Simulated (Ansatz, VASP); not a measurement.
# Two plane-wave programs on TiRh3

```
Ti Rh
1.0
     3.77051    0.00000    0.00000
     0.00000    3.77051    0.00000
     0.00000    0.00000    3.77051
Ti Rh
1 3
Direct
  0.00000 0.00000 0.00000
  0.00000 0.50000 0.50000
  0.50000 0.00000 0.50000
  0.50000 0.50000 0.00000
```

Alike in both runs: functional LDA; k mesh 12 × 12 × 12; occupations gaussian, width 0.1 eV; no spin polarisation.

Ansatz relaxed the structure, and its values are those at the end. VASP's run is a single point on that final structure, the one shown.

```csv
,VASP,Ansatz
version,VASP 6.6.1,Ansatz 0.2.0
potentials or method,"VASP PAW LDA potentials, release 64 (Ti_sv, Rh_pv)","scalar-relativistic, plane waves, PAW"
plane-wave cutoff (eV),520,420
valence electrons in the cell,57,63
```

Ansatz gave:

```
gap on the k mesh at the Fermi level (eV) : none
pressure (GPa)                            : 0.0
```

Which values does VASP return?

gap on the k mesh at the Fermi level (eV): none; pressure (GPa): 0.8.

A gap of «none» marks a metal or a gap that the smearing closes. The two sets of potentials don't hold the same shells in valence.
